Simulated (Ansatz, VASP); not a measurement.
# Cross-check of BiTe between VASP and Ansatz, part 2 of 2

Aim: how closely do two programs agree when they are given the same cell, functional and k mesh? The structure shown is the end of the VASP relaxation below.

VASP 6.6.1 and Ansatz 0.2.0.

So far: Set-up; VASP: relaxation, PBE.

## (3) Ansatz: single point, PBE

Level of this step: Ansatz beside VASP: Kohn-Sham DFT, plane waves, PBE (Ansatz).

Ansatz runs on its default PAW (the set named soft_2) files.

The same cell, functional, mesh and smearing now go to Ansatz, which takes its cutoff from its data sets.

input.yaml

```yaml
crystal:
  lattice:
    - [4.57498087, 0.0, 0.0]
    - [0.0, 6.47, 0.0]
    - [0.0, 0.0, 24.14996175]
  atoms:
    - { symbol: Bi, position: [0.5, 0.5, 0.3105595] }
    - { symbol: Bi, position: [0.0, 0.0, 0.40527975] }
    - { symbol: Bi, position: [0.5, 0.5, 0.50263346] }
    - { symbol: Bi, position: [0.0, 0.0, 0.60178964] }
    - { symbol: Bi, position: [0.5, 0.5, 0.69234849] }
    - { symbol: Te, position: [0.5, 0.0, 0.3105595] }
    - { symbol: Te, position: [0.0, 0.5, 0.40527975] }
    - { symbol: Te, position: [0.5, 0.0, 0.50028467] }
    - { symbol: Te, position: [0.0, 0.5, 0.6026753] }
    - { symbol: Te, position: [0.5, 0.0, 0.6859292] }
hamiltonian:
  xc: pbe
  pseudopotentials: { kind: paw }
kpoints:
  mp_grid: { grid: [6, 4, 1] }
scf:
  occupations: { method: gaussian, width: 0.05 }
  n_extra_bands: 6
efield:
  axis: 3
  dipole_correction: true
  ramp_width: 0.04
output:
  forces: true
  eigenvalues: true
```

Launch:

```console
$ ansatz run input.yaml --threads 4 --pin off --max-ram 9216MiB --backend cpu --events-out ev --progress --plain --runs-dir out
```

Numbers of over 12 decimals in the logs are rounded to 6 here.

What it wrote:

```text
scf.n_extra_bands = 6 over 78 filled bands (N_el = 155.0): the run solves 84 bands
Engine: ansatz 0.2.0, aarch64-unknown-linux-gnu
Pseudopotentials: kind: paw
Pseudopotential: Bi, paw, valence charge 15, recommended cutoff 420 eV (normal), Bi.paw.azcp
Pseudopotential: Te, paw, valence charge 16, recommended cutoff 420 eV (normal), Te.paw.azcp
Functional definition: PBE
  parameter kappa = 0.804
  parameter beta = 0.066725
  exchange = pbe_x(kappa = kappa, mu = beta*pi^2/3)
  correlation = pbe_c(beta = beta)
Crystal: 10 atoms, lattice volume = 714.842 Å³
Basis set: ecut = 420 eV, 14011 PW (Γ), exchange–correlation on 64×90×324 points (8 copies of the dense FFT grid, shifted against one another)
Bands: 84, of which v1, the nominal top of the filled ones, is band 78 counted from 1 (77 counted from 0)
Symmetry: 4 space group operations
Space group: Pmm2 (ITA 25), of the structure as read, at distance tolerance 8.9e-5 Å
k-points: 12 of 24
Non-local potential: Bi, projectors of the file, l = 0: 2, l = 1: 2, l = 2: 2, l = 3: 2
Non-local potential: Te, projectors of the file, l = 0: 2, l = 1: 2, l = 2: 2, l = 3: 2
PAW form: soft (Blöchl's): semilocal exchange-correlation on the pseudo side does not see the compensation charge
PAW one-centre angular grid: Bi, 590 points (default); XC on 64 Gauss nodes
PAW one-centre angular grid: Te, 590 points (default); XC on 64 Gauss nodes
Initial density: superposition of atomic densities (neutral atoms: chi_scale 0, normalization atom), corrected by the library's trained network
Initial wavefunctions: pseudopotential atomic-orbital guess
Functional: x = pbe(κ = 0.804, μ = 0.219515), c = pbe(β = 0.066725)
SCF iter   1: F=—  HF=-96882.224358 eV  |F-HF|=—  |Δ(HF+E_count)|=         —  Δρ=1.61e-3  dr2=1.06e-1  ethr=1.77e-3  p=0.038 e·Å  D=9.56e-3 V/Å  ΔV_dip=-0.23 eV  dr2_dipole=4.46e-2  V_vac-E_F(+/−)=4.09/4.33 eV  ⟨swp⟩=7.8  Hψ=4423  notcnv=0
efield: sawtooth ramp at fractional position 0.9815 (placed from the atoms, in the widest stretch of the axis that holds none; the zero of the levels goes with the place), width 0.0400; the density the first Hamiltonian is built on has a dipole p = 0.038 e·Å; the dipole correction subtracts the counter field D = 9.56e-3 V/Å, which shifts the + side's vacuum level by -0.23 eV against the − side's; the planar-averaged density in the ramp window peaks in size at 1.2e-5 e/Å³
preconditioner: auto → LDOS  [metal: Δε(μ)=0.035 eV  Ē_g=6.713 eV  σ=0.050 eV  W_gap=0.35  n_scr=122 (ndim 8)  ℏωp=10.3 eV  f_vac=0.481  D(μ)=6.31/eV (n_scr^D=22)  β→1.0]
SCF iter   2: F=—  HF=-96882.224562 eV  |F-HF|=—  |Δ(HF+E_count)|=   2.04e-4  Δρ=1.05e-3  dr2=2.75e-2  ethr=6.83e-5  p=0.021 e·Å  D=5.29e-3 V/Å  ΔV_dip=-0.13 eV  dr2_dipole=9.81e-3  V_vac-E_F(+/−)=4.14/4.27 eV  ⟨swp⟩=2.6  Hψ=2260  notcnv=0  defer=9
SCF iter   3: F=—  HF=-96882.220848 eV  |F-HF|=—  |Δ(HF+E_count)|=   3.71e-3  Δρ=3.66e-4  dr2=4.64e-3  ethr=1.77e-5  p=0.027 e·Å  D=6.89e-3 V/Å  ΔV_dip=-0.17 eV  dr2_dipole=1.49e-3  V_vac-E_F(+/−)=4.12/4.29 eV  ⟨swp⟩=2.0  Hψ=1992  notcnv=0  defer=9
SCF iter   4: F=—  HF=-96882.220490 eV  |F-HF|=—  |Δ(HF+E_count)|=   3.59e-4  Δρ=9.02e-5  dr2=3.08e-4  ethr=2.99e-6  p=0.026 e·Å  D=6.48e-3 V/Å  ΔV_dip=-0.16 eV  dr2_dipole=8.81e-5  V_vac-E_F(+/−)=4.13/4.29 eV  ⟨swp⟩=2.0  Hψ=1910  notcnv=0  defer=9
SCF iter   5: F=—  HF=-96882.220484 eV  |F-HF|=—  |Δ(HF+E_count)|=   5.97e-6  Δρ=3.18e-5  dr2=2.15e-5  ethr=1.98e-7  p=0.025 e·Å  D=6.39e-3 V/Å  ΔV_dip=-0.15 eV  dr2_dipole=2.83e-7  V_vac-E_F(+/−)=4.14/4.29 eV  ⟨swp⟩=2.0  Hψ=1119  notcnv=0  defer=9
SCF iter   6: F=—  HF=-96882.220632 eV  |F-HF|=—  |Δ(HF+E_count)|=   1.48e-4  Δρ=1.16e-5  dr2=1.98e-6  ethr=1.39e-8  p=0.025 e·Å  D=6.38e-3 V/Å  ΔV_dip=-0.15 eV  dr2_dipole=1.76e-7  V_vac-E_F(+/−)=4.14/4.29 eV  ⟨swp⟩=2.0  Hψ=1790  notcnv=0  defer=9
SCF iter   7: F=—  HF=-96882.220632 eV  |F-HF|=—  |Δ(HF+E_count)|=   2.75e-7  Δρ=5.02e-6  dr2=3.93e-7  ethr=1.28e-9  p=0.025 e·Å  D=6.38e-3 V/Å  ΔV_dip=-0.15 eV  dr2_dipole=8.33e-8  V_vac-E_F(+/−)=4.14/4.29 eV  ⟨swp⟩=2.0  Hψ=1814  notcnv=0  defer=9
SCF iter   8: F=-96882.220632 eV  HF=-96882.220632 eV  |F-HF|=1.16e-8  |Δ(HF+E_count)|=   9.25e-8  Δρ=2.00e-6  dr2=4.82e-8  ethr=6.45e-11  p=0.025 e·Å  D=6.38e-3 V/Å  ΔV_dip=-0.15 eV  dr2_dipole=2.08e-10  V_vac-E_F(+/−)=4.14/4.29 eV  ⟨swp⟩=9.3  Hψ=4989  notcnv=0
SCF 1 converged in 8 iterations: F = -96882.220632 eV  dr2 = 4.82e-8
  greatest PAW one-centre occupation: 0.998 electrons in one spin orbital (limit 2), on the Te atom at site 8 (counted from 0), in its partial waves of l = 2
SCF converged after 8 iterations
Free energy (F): -96882.220632 eV
Harris-Foulkes:  -96882.220632 eV  (|F-HF|=1.16e-8)
Internal energy: -96882.211158 eV  (E = F + TS)
E sigma→0 (E₀):  -96882.215895 eV
Entropy (-TS):   -0.009474 eV (-0.947 meV/atom)
Fermi energy:    2.400720 eV
Dipole field:    D = 0.006366 V/Å  (p = 0.025150 e·Å, saw-weighted, corrected)
Work function:   Φ+ = 4.1381 eV   Φ− = 4.2918 eV
Levels:          The Fermi level and band energies are counted from a zero that moves with the ramp; work functions are not
--- Per-component energies (eV) ---
  E_band       = -2950.493073
  E_kinetic    = 2403.363881
  E_local      = -96814.858951  (includes V_loc(G=0)·N_el)
  E_nonlocal   = 1249.477583
  E_hartree    = 47387.764660
  E_xc         = -1373.569013
  E_vxc        = -1235.373089  (∫ρ·V_xc dr)
  E_paw        = -76625.693154  (= ΣΔE_a)
  E_vpaw       = -3328.648218  (= ΣTr[D̂ρ^β])
  E_aug_tail   = -0.003045  (compensation charges beyond the density's cutoff)
  E_efield     = 0.000080  (sawtooth field / dipole correction)
  E_vefield    = -0.005905  (∫n·V_field dr)
  E_ewald      = 26891.306802
  E_smearing   = -0.009474  (= −TS)
  E_closure    = -0.000000  (closes the sum)
  Σ components = -96882.220632   (vs F -96882.220632, Δ=0.00e0)
--- Forces (eV/Å), atoms counted from 1 ---
  atom   1  Bi     0.00000000     0.00000000     0.30267209
  atom   2  Bi     0.00000000    -0.00000000    -0.62968529
  atom   3  Bi     0.00000000    -0.00000000    -0.00209812
  atom   4  Bi     0.00000000    -0.00000000     0.01629513
  atom   5  Bi    -0.00000000     0.00000000    -0.00539132
  atom   6  Te    -0.00000000     0.00000000     0.60008387
  atom   7  Te     0.00000000    -0.00000000    -0.28355601
  atom   8  Te    -0.00000000     0.00000000    -0.00838377
  atom   9  Te     0.00000000     0.00000000     0.01021792
  atom  10  Te     0.00000000     0.00000000    -0.00016463
  max |Σ_I F_I| component: 1.01e-5 eV/Å
--- Band table (eV; the first three rows and the last of 12) ---
  k-point 0: bands = [... 74 lower, 0.9192, 2.0501, 2.4633, 2.6689, 2.8277, 3.3955, 3.6277, 3.9068, ... 2 higher]
  k-point 1: bands = [... 74 lower, 0.8614, 2.0881, 2.1072, 2.4825, 2.8672, 2.9106, 3.1965, 3.2615, ... 2 higher]
  k-point 2: bands = [... 74 lower, 0.9885, 1.7043, 1.9801, 2.2014, 2.3855, 2.5305, 2.5496, 2.5925, ... 2 higher]
  k-point 11: bands = [... 74 lower, 1.2687, 1.4372, 1.7483, 1.9330, 1.9499, 2.0346, 2.2583, 2.4076, ... 2 higher]
```

Run time: 16 s. Hardware: 4 threads of Arm Neoverse V2, shared host; peak memory 1.6 GiB.

## (4) Side by side

Known differences besides the potentials themselves: the data sets hold 155 valence electrons in Ansatz (default PAW (the set named soft_2) files) and 55 in VASP; the cutoff is 420 eV in Ansatz and 300 eV in VASP (PREC = Normal); VASP leaves aspherical gradient terms in its spheres out (LASPH is not set), Ansatz keeps them. Total energies have different zeros and are not compared.

Forces (eV/Å; atoms numbered as in POSCAR):

```csv
atom,"Ansatz x, y, z","VASP x, y, z"
Bi1,"0.000, 0.000, 0.303","0.000, 0.000, 0.303"
Bi2,"0.000, 0.000, -0.630","0.000, 0.000, -0.630"
Bi3,"0.000, 0.000, -0.002","0.000, 0.000, -0.002"
Bi4,"0.000, 0.000, 0.016","0.000, 0.000, 0.001"
Bi5,"0.000, 0.000, -0.005","0.000, 0.000, 0.002"
Te6,"0.000, 0.000, 0.600","0.000, 0.000, 0.603"
Te7,"0.000, 0.000, -0.284","0.000, 0.000, -0.280"
Te8,"0.000, 0.000, -0.008","0.000, 0.000, -0.004"
Te9,"0.000, 0.000, 0.010","0.000, 0.000, -0.002"
Te10,"0.000, 0.000, 0.000","0.000, 0.000, 0.009"
```

The forces differ by 4.3 meV/Å r.m.s., which is 2.4 % of the r.m.s. force of 0.18 eV/Å (both taken over all components, held atoms included). VASP's last cycles still show a density residual of 5e-02, so its state may not be settled.

## (5) Outcome

```json
{
 "r.m.s. force difference (single point, PBE)": "4.3 meV/Å"
}
```

What this shows: The r.m.s. force difference is 4.3 meV/Å (single point, PBE), within the 12 meV/Å picked in this series as the mark of a large difference. How closely two codes agree says nothing of how well the functional describes the real material.

[Lines on the potential files, build, host, timing and source positions are cut from VASP's logs without a mark.]

[Logs are printed without paths, hosts, clocks, repeated set-up lines and the standing remarks that a program may print on its own settings, such as how far it seeks lower states.]

[Hosts, paths, dates, database ids (printed as entryN), source tags and the programs' standing remarks are cut or masked in the printed files.]
